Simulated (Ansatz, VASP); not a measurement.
YZnC4N4 in VASP and in Ansatz

```
Y Zn C N
1.0
     6.10086    0.00000    0.00000
     0.00000    6.10086    0.00000
     0.00000    0.00000    6.10086
Y Zn C N
1 1 4 4
Direct
  0.00000 0.00000 0.00000
  0.50000 0.50000 0.50000
  0.19930 0.19930 0.19930
  0.19930 0.80070 0.80070
  0.80070 0.19930 0.80070
  0.80070 0.80070 0.19930
  0.31002 0.31002 0.31002
  0.31002 0.68998 0.68998
  0.68998 0.31002 0.68998
  0.68998 0.68998 0.31002
```

Alike in both runs: task single point; functional PBE; k mesh 4 × 4 × 4; occupations gaussian, width 0.1 eV; no spin polarisation.

|  | VASP | Ansatz |
| --- | --- | --- |
| version | VASP 6.6.1 | Ansatz 0.2.0 |
| potentials or method | VASP PAW PBE potentials, release 64 (Y_sv, Zn, C, N) | scalar-relativistic, plane waves, PAW |
| plane-wave cutoff (eV) | 520 | 420 |
| valence electrons in the cell | 59 | 59 |

Ansatz gave:

| Property | Result |
| --- | --- |
| gap on the k mesh at the Fermi level (eV) | none |
| pressure (GPa) | 8.4 |
| rms of the force components (eV/Å) | 1.367 |

**Question.** Which values does VASP return?

**Answer.** gap on the k mesh at the Fermi level (eV): none; pressure (GPa): 8.6; rms of the force components (eV/Å): 1.273.

Atom by atom the forces differ by 0.196 eV/Å (rms over components). A gap of «none» marks a metal or a gap that the smearing closes.

Caveats: the standard files for N, O and F lose accuracy on very short bonds; forces of over 1 eV/Å show positions far from the minimum, so gaps and moduli don't describe the material at rest.
